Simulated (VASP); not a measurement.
Data:

```xyz
2
Lattice="0.0000 2.7931 2.7931 2.7931 0.0000 2.7931 2.7931 2.7931 0.0000" Properties=species:S:1:pos:R:3 pbc="T T T"
Be     0.0000     0.0000     0.0000
Te     1.3965     1.3965     1.3965
```

These are PBE GGA with D3 dispersion (Becke-Johnson damping), VASP's PBE PAW potentials (set 64) (plane waves; VASP 6.6.1) values and carry that method's errors. Run with 520 eV cut-off, Gaussian smearing of 0.050 eV, potentials Be Te.

Unless said otherwise, spin-orbit coupling is left out, though it shifts the bands of the heavy elements here.

Estimate the band gap (along the path) with the smallest direct gap where there is one.

```yaml
band gap (along the path): 1.91 eV
smallest direct gap (along the path): 3.59 eV
```

Total energies compare only between runs with the same potentials, cut-off and functional.

The compound is BeTe in the zinc blende structure. It was relaxed first.
